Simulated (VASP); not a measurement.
# InGaO2 (P-4m2) in VASP: a series of runs

One crystal, InGaO2, is run at these levels: PBE; tasks: relaxation of cell and atoms.

Everything below comes from runs of VASP 6.6.1. Logs are shortened: lines on timing, memory, paths and dates and some standing lists are left out, and cuts for length are marked.

## (1) Starting point

It takes space group P-4m2 (No. 115, tetragonal). The conventional cell has a = 3.191 Å, b = 3.191 Å, c = 6.118 Å, α = 90.00°, β = 90.00°, γ = 90.00°. In (site symmetry -4m2) is surrounded by 4 O at 2.59 Å. Ga (site symmetry -4m2) is surrounded by 4 O at 1.90 Å. Around O (site symmetry 2mm) lie 2 Ga at 1.90 Å.

The cell was built by a generator and needn't be a form met in nature.

## (2) Relaxation of cell and atoms, PBE

INCAR

```
PREC = Accurate
ENCUT = 520
EDIFF = 1E-6
ISMEAR = 0
SIGMA = 0.1
LREAL = F
LASPH = T
NELM = 120
ALGO = Normal
ISIF = 3
LWAVE = F
LCHARG = F
GGA = PE
IBRION = 2
NSW = 90
EDIFFG = -0.01
KPAR = 4
```

KPOINTS

```
regular mesh
0
Gamma
  10 10 6
```

POSCAR

```
InGaO2
1.0
    3.1910000000      0.0000000000      0.0000000000
    0.0000000000      3.1910000000      0.0000000000
    0.0000000000      0.0000000000      6.1180000000
In Ga O
1 1 2
Direct
    0.0000000000      0.0000000000      0.0000000000
    0.5000000000      0.5000000000      0.5000000000
    0.0000000000      0.5000000000      0.3326250400
    0.5000000000      0.0000000000      0.6673749600
```

Potentials or basis: VASP PAW PBE potentials, release 64 (In_d, Ga_d, O).

On the command line:

```sh
$ cat potpaw_PBE.64/In_d/POTCAR potpaw_PBE.64/Ga_d/POTCAR potpaw_PBE.64/O/POTCAR > POTCAR
$ mpirun -np 4 vasp_std > vasp.out
```

OUTCAR:

```text
PREC = Accurate
   ENCUT = 520
   EDIFF = 1E-6
   ISMEAR = 0
   LREAL = F
   LASPH = T
   NELM = 120
   ISIF = 3
   GGA = PE
   IBRION = 2
   NSW = 90
   EDIFFG = -0.01

 ion  position               nearest neighbor table
   1  0.000  0.000  0.000-   3 2.59   4 2.59   3 2.59   4 2.59
   2  0.500  0.500  0.500-   3 1.90   4 1.90   4 1.90   3 1.90
   3  0.000  0.500  0.333-   2 1.90   2 1.90   1 2.59   1 2.59
   4  0.500  0.000  0.667-   2 1.90   2 1.90   1 2.59   1 2.59

  LATTYP: Found a simple tetragonal cell.
 ALAT       =     3.1910000000
 C/A-ratio  =     1.9172673143

  Lattice vectors:

 A1 = (   3.1910000000,   0.0000000000,   0.0000000000)
 A2 = (   0.0000000000,   3.1910000000,   0.0000000000)
 A3 = (   0.0000000000,   0.0000000000,   6.1180000000)

Analysis of symmetry for initial positions (statically):
=====================================================================
 Subroutine PRICEL returns:
 Original cell was already a primitive cell.

 Routine SETGRP: Setting up the symmetry group for a
 simple tetragonal supercell.

 Subroutine GETGRP returns: Found  8 space group operations
 (whereof  8 operations were pure point group operations)
 out of a pool of 16 trial point group operations.

The static configuration has the point symmetry D_2d.

Analysis of symmetry for dynamics (positions and initial velocities):
=====================================================================
 Subroutine PRICEL returns:
 Original cell was already a primitive cell.

 Routine SETGRP: Setting up the symmetry group for a
 simple tetragonal supercell.

 Subroutine GETGRP returns: Found  8 space group operations
 (whereof  8 operations were pure point group operations)
 out of a pool of 16 trial point group operations.

The dynamic configuration has the point symmetry D_2d.

 Subroutine INISYM returns: Found  8 space group operations
 (whereof  8 operations are pure point group operations),
 and found     1 'primitive' translations

----------------------------------------------------------------------------------------

                                     Primitive cell

  volume of cell :      62.2964

  direct lattice vectors                    reciprocal lattice vectors
     3.191000000  0.000000000  0.000000000     0.313381385  0.000000000  0.000000000
     0.000000000  3.191000000  0.000000000     0.000000000  0.313381385  0.000000000
     0.000000000  0.000000000  6.118000000     0.000000000  0.000000000  0.163452109

  length of vectors
     3.191000000  3.191000000  6.118000000     0.313381385  0.313381385  0.163452109

  position of ions in fractional coordinates (direct lattice)
     0.000000000  0.000000000  0.000000000
     0.500000000  0.500000000  0.500000000
     0.000000000  0.500000000  0.332625040
     0.500000000  0.000000000  0.667374960

  ion indices of the primitive-cell ions
   primitive index   ion index
                 1           1
                 2           2
                 3           3
                 4           4

----------------------------------------------------------------------------------------

 KPOINTS: regular mesh

Automatic generation of k-mesh.
 Grid dimensions read from file:
 generate k-points for:   10   10    6

 Generating k-lattice:

  Cartesian coordinates                     Fractional coordinates (reciprocal lattice)
     0.031338139  0.000000000  0.000000000     0.100000000  0.000000000  0.000000000
     0.000000000  0.031338139  0.000000000     0.000000000  0.100000000  0.000000000
     0.000000000  0.000000000  0.027242018     0.000000000  0.000000000  0.166666667

  Length of vectors
     0.031338139  0.031338139  0.027242018

  Shift w.r.t. Gamma in fractional coordinates (k-lattice)
     0.000000000  0.000000000  0.000000000

 Subroutine IBZKPT returns following result:
 ===========================================

 Found     84 irreducible k-points:

 Following reciprocal coordinates:
            Coordinates               Weight
  0.000000  0.000000  0.000000      1.000000
  0.100000  0.000000  0.000000      4.000000
  0.200000  0.000000  0.000000      4.000000
  0.300000  0.000000  0.000000      4.000000
  0.400000  0.000000  0.000000      4.000000
  0.500000  0.000000  0.000000      2.000000
[... 16 lines left out ...]
  0.100000  0.000000  0.166667      8.000000
  0.200000  0.000000  0.166667      8.000000
 [... further k-points ...]
   k-points           NKPTS =     84   k-points in BZ     NKDIM =     84   number of bands    NBANDS=     23
   number of dos      NEDOS =    301   number of ions     NIONS =      4
   total plane-waves  NPLWV =  27648
   dimension x,y,z NGX =    24 NGY =   24 NGZ =   48
   dimension x,y,z NGXF=    48 NGYF=   48 NGZF=   96
   ions per type =               1   1   2
   NGX,Y,Z   is equivalent  to a cutoff of  12.50, 12.50, 13.04 a.u.
   NGXF,Y,Z  is equivalent  to a cutoff of  25.01, 25.01, 26.09 a.u.
 SYSTEM =  unknown system
   PREC   = accura    normal or accurate (medium, high low for compatibility)
   ISTART =      0    job   : 0-new  1-cont  2-samecut
   ICHARG =      2    charge: 1-file 2-atom 10-const
   ISPIN  =      1    spin polarized calculation?
   LNONCOLLINEAR =      F non collinear calculations
   LSORBIT =      F    spin-orbit coupling
   LASPH  =      T    aspherical Exc in radial PAW
   ENCUT  =  520.0 eV  38.22 Ry    6.18 a.u.   5.93  5.93 11.38*2*pi/ulx,y,z
   NELM   =    120;   NELMIN=  2; NELMDL= -5     # of ELM steps
   EDIFF  = 0.1E-05   stopping-criterion for ELM
   LREAL  =      F    real-space projection
   EDIFFG = -.1E-01   stopping-criterion for IOM
   NSW    =     90    number of steps for IOM
   IBRION =      2    ionic relax: 0-MD 1-quasi-New 2-CG
   NFREE  =      1    steps in history (QN), initial steepest desc. (CG)
   ISIF   =      3    stress and relaxation
   ISYM   =      2    0-nonsym 1-usesym 2-fastsym
   POTIM  = 0.5000    time-step for ionic-motion
   TEBEG  =    0.0;   TEEND  =   0.0 temperature during run
   PSTRESS=    0.0 pullay stress
   NELECT =      38.0000    total number of electrons
   NUPDOWN=      -1.0000    fix difference up-down
   EMIN   =  10.00;   EMAX   =-10.00  energy-range for DOS
   EFERMI =   0.00;   METHOD = LEGACY
   ISMEAR =     0;   SIGMA  =   0.10  broadening in eV -4-tet -1-fermi 0-gaus
   EFERMI_NEDOS =   21; number of points for ismear=-14 and -15
   IALGO  =     38    algorithm
   IMIX   =      4    mixing-type and parameters
     AMIX     =   0.40;   BMIX     =  1.00
     AMIX_MAG =   1.60;   BMIX_MAG =  1.00
  volume/ion in A,a.u.               =      15.57       105.10
  Fermi-wavevector in a.u.,A,eV,Ry     =   1.388401  2.623698 26.227381  1.927658
  Thomas-Fermi vector in A             =   2.512531
   LORBIT       =      0    0 simple, 1 ext, 2 COOP (PROOUT), +10 PAW based schemes
   GGA     = PE    functional components
   LHFCALC =     F    Hartree Fock is set to
   AEXX    =    0.0000 exact exchange contribution
   IVDW    =     0    specifies the selected vdW correction
   LEPSILON=     F    determine dielectric tensor
   LRPA    =     F    only Hartree local field effects (RPA)
 conjugate gradient relaxation of ions
 non-spin polarized calculation
 Gauss-broadening in eV      SIGMA  =   0.10
  energy-cutoff  :      520.00
  volume of cell :       62.30
 maximum number of plane-waves:      1706
 NGX is ok and might be reduce to    24
   NGX = 11   NGY = 11   NGZ = 23

--------------------------------------- Ionic step        1  -------------------------------------------

 number of electron      38.0000009 magnetization

 Free energy of the ion-electron system (eV)
  ---------------------------------------------------
  ext. energy  EPLUGINS =         0.00000000
  ---------------------------------------------------
  free energy    TOTEN  =       -20.54571423 eV

  energy without entropy =      -20.54376614  energy(sigma->0) =      -20.54474019

------------------------ aborting loop because EDIFF is reached ----------------------------------------

  FORCE on cell =-STRESS in cart. coord.  units (eV):
  Direction    XX          YY          ZZ          XY          YZ          ZX
  --------------------------------------------------------------------------------------
  -------------------------------------------------------------------------------------
  Total       -0.4440473     -0.4440473      0.6320498      0.0000000      0.0000000      0.0000000
  in kB      -11.4202783    -11.4202783     16.2554437      0.0000000      0.0000000      0.0000000
  external PRESSURE =      -2.1950376 kB  Pullay stress =       0.0000000 kB
[... 289 lines left out ...]
  energy  without entropy=      -20.5578129235  energy(sigma->0) =      -20.55871397

--------------------------------------- Ionic step        9  -------------------------------------------

 number of electron      37.9999997 magnetization

 Free energy of the ion-electron system (eV)
  ---------------------------------------------------
  ext. energy  EPLUGINS =         0.00000000
  ---------------------------------------------------
  free energy    TOTEN  =       -20.55964198 eV

  energy without entropy =      -20.55783508  energy(sigma->0) =      -20.55873853

 E-fermi :   5.2283     XC(G=0): -10.3549

 val. band max:        5.1919292633   @ k =   0.5000   0.1000   0.1667
 cond. band min:       5.2650625163   @ k =   0.5000   0.2000   0.5000
 fundamental gap:      0.0731332530
 Fermi energy:         5.2282789199

 k-point     1 :       0.0000    0.0000    0.0000
  band No.  band energies     occupation
      1     -14.0246      2.00000
      2     -13.3419      2.00000
      3      -9.5055      2.00000
      4      -9.2075      2.00000
      5      -9.2075      2.00000
      6      -9.1680      2.00000
[... 613 lines left out ...]
     22      10.5342      0.00000
     23      12.3110      0.00000

 [... further k-points ...]

------------------------ aborting loop because EDIFF is reached ----------------------------------------

  FORCE on cell =-STRESS in cart. coord.  units (eV):
  Direction    XX          YY          ZZ          XY          YZ          ZX
  --------------------------------------------------------------------------------------
  -------------------------------------------------------------------------------------
  Total       -0.0038793     -0.0038793      0.0140871      0.0000000      0.0000000      0.0000000
  in kB       -0.1002343     -0.1002343      0.3639831      0.0000000      0.0000000      0.0000000
  external PRESSURE =       0.0545048 kB  Pullay stress =       0.0000000 kB
[... 19 lines left out ...]
  FREE ENERGIE OF THE ION-ELECTRON SYSTEM (eV)
  ---------------------------------------------------
  free  energy   TOTEN  =       -20.5596419813 eV

  energy  without entropy=      -20.5578350850  energy(sigma->0) =      -20.55873853

 reached required accuracy - stopping structural energy minimisation
```

Run time: 1.9 min. Hardware: 4 MPI ranks of Intel Xeon Platinum 8488C (Sapphire Rapids), shared host; peak memory 0.28 GiB.

What came out:

- Free energy: -20.5596 eV
- Relaxed volume: 15.50 Å³/atom
- Relaxed cell: a = 3.148 Å, b = 3.148 Å, c = 6.257 Å, α = 90.00°, β = 90.00°, γ = 90.00°
- Space group after relaxing (to 0.05 Å): P-4m2 (No. 115)
- Energy gained by relaxing: 3.5 meV/atom
- Ionic steps: 9
- Pressure after relaxing: 0.0 GPa
- Largest force after relaxing: 0.007 eV/Å
- Band gap on the k mesh: none (metal or under the smearing width)

Forces in eV/Å, atoms in the order of the input:
```
In   0.000  0.000  0.000
Ga   0.000  0.000  0.000
O    0.000  0.000 -0.007
O    0.000  0.000  0.007
```

The path:
```
step  energy change (eV)  largest force (eV/Å)  pressure (GPa)  volume (Å³)
   1              0.0000                0.0678           -0.22        62.30
   2             -0.0081                0.0097            0.04        62.10
   3             -0.0122                0.1439            0.58        61.78
   4             -0.0123                0.1260            0.57        61.82
   5             -0.0132                0.0159           -0.55        62.36
   6             -0.0137                0.0388           -0.17        62.15
   7             -0.0137                0.0410           -0.09        62.14
   8             -0.0139                0.0158           -0.04        62.04
   9             -0.0139                0.0067            0.01        62.01
```

Final structure:
```
In Ga O
1.0
     3.14801    0.00000    0.00000
     0.00000    3.14801    0.00000
     0.00000    0.00000    6.25716
In Ga O
1 1 2
Direct
  0.00000 0.00000 0.00000
  0.50000 0.50000 0.50000
  0.00000 0.50000 0.33278
  0.50000 0.00000 0.66722
```

## (3) Relaxation of cell and atoms, PBE

This run uses another cell than the first one, of 15.50 Å³/atom, 0.995 times its volume.

INCAR

```
PREC = Accurate
ENCUT = 520
EDIFF = 1E-7
ISMEAR = 0
SIGMA = 0.1
LREAL = F
LASPH = T
NELM = 120
ALGO = Normal
ISIF = 3
LWAVE = F
LCHARG = F
GGA = PE
IBRION = 2
NSW = 60
EDIFFG = -0.005
POTIM = 0.3
KPAR = 4
```

KPOINTS is that of step 2.

POSCAR

```
InGaO2                                  
1.0
    3.1480110566      0.0000000000      0.0000000000
    0.0000000000      3.1480110566     -0.0000000000
    0.0000000000      0.0000000000      6.2571644776
  In              Ga              O             
     1     1     2
Direct
     0.0000000000000000    1.0000000000000000    0.0000000000000000
     0.5000000000000000    0.5000000000000000    0.5000000000000000
     0.0000000000000000    0.5000000000000000    0.3327786669225557
     0.5000000000000000    1.0000000000000000    0.6672213330774445
```

Potentials or basis: VASP PAW PBE potentials, release 64 (In_d, Ga_d, O).

On the command line:

```sh
$ cat potpaw_PBE.64/In_d/POTCAR potpaw_PBE.64/Ga_d/POTCAR potpaw_PBE.64/O/POTCAR > POTCAR
$ mpirun -np 4 vasp_std > vasp.out
```

Wall time 40 s (4 MPI ranks of Intel Xeon Platinum 8488C (Sapphire Rapids), shared host); peak memory 0.26 GiB.

Results (log left out):

| Item | Value |
| --- | --- |
| Free energy | -20.5595 eV |
| Energy gained by relaxing | 0.0 meV/atom |
| Ionic steps | 2 |
| Pressure after relaxing | 0.0 GPa |
| Largest force after relaxing | 0.005 eV/Å |
| Band gap on the k mesh | none (metal or under the smearing width) |

Forces on the atoms (eV/Å):
```
In   0.000  0.000  0.000
Ga   0.000  0.000  0.000
O    0.000  0.000 -0.005
O    0.000  0.000  0.005
```

Final structure:
```xyz
4
Lattice="3.1477 0.0000 0.0000 0.0000 3.1477 0.0000 0.0000 0.0000 6.2578" Properties=species:S:1:pos:R:3 pbc="T T T"
In    3.1477    3.1477    0.0000
Ga    1.5738    1.5738    3.1289
O     0.0000    1.5738    2.0823
O     1.5738    3.1477    4.1756
```

Levels at points of the mesh, in eV from the Fermi level:
```tsv
k point	band 15	band 16	band 17	band 18	band 19	band 20	band 21	band 22	band 23
(0.00, 0.00, 0.00)	-3.85	-3.85	-3.49	-1.98	-1.98	2.79	2.86	6.86	8.47
(0.50, 0.00, 0.00)	-4.83	-3.99	-3.37	-1.94	-0.49	0.04	4.11	5.19	7.27
(0.50, 0.50, 0.00)	-4.24	-4.04	-4.04	-3.16	1.14	1.14	1.19	5.29	6.66
(0.00, 0.00, 0.50)	-3.80	-3.80	-2.05	-2.05	-1.17	0.24	4.35	6.18	8.56
(0.50, 0.00, 0.50)	-3.37	-3.36	-3.28	-1.94	-1.63	-0.67	4.47	5.32	7.70
(0.50, 0.50, 0.50)	-4.17	-4.17	-4.02	-3.53	1.53	1.79	1.79	5.43	5.43
```
